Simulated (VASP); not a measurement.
Given:

```yaml
crystal:
  lattice:
    - [2.84179, 0.00000, 0.00000]
    - [0.00000, 2.87021, 0.00000]
    - [0.00000, 0.00000, 2.84179]
  atoms:
    - { symbol: Ga, position: [0.50000, 0.50000, 0.50000] }
    - { symbol: Co, position: [0.00000, 0.00000, 0.00000] }
```

These are r2SCAN meta-GGA, VASP's PBE PAW potentials (set 64) (plane waves; VASP) values and carry that method's errors. Run with 480 eV cut-off, 12×12×12 Γ-centred mesh, first-order Methfessel-Paxton smearing of 0.10 eV, potentials Ga_d Co.

Task: Give the stress tensor in GPa (positive for a compressed cell).

Result: 
```
-1.21   0.00   0.00
 0.00  -1.86   0.00
 0.00   0.00  -1.21
```
The pressure is its mean diagonal, -1.43 GPa.

The compound is CoGa in the CsCl type structure. This cell was strained or had an atom moved on purpose. The run is not spin-polarised, so no magnetic state was tried.
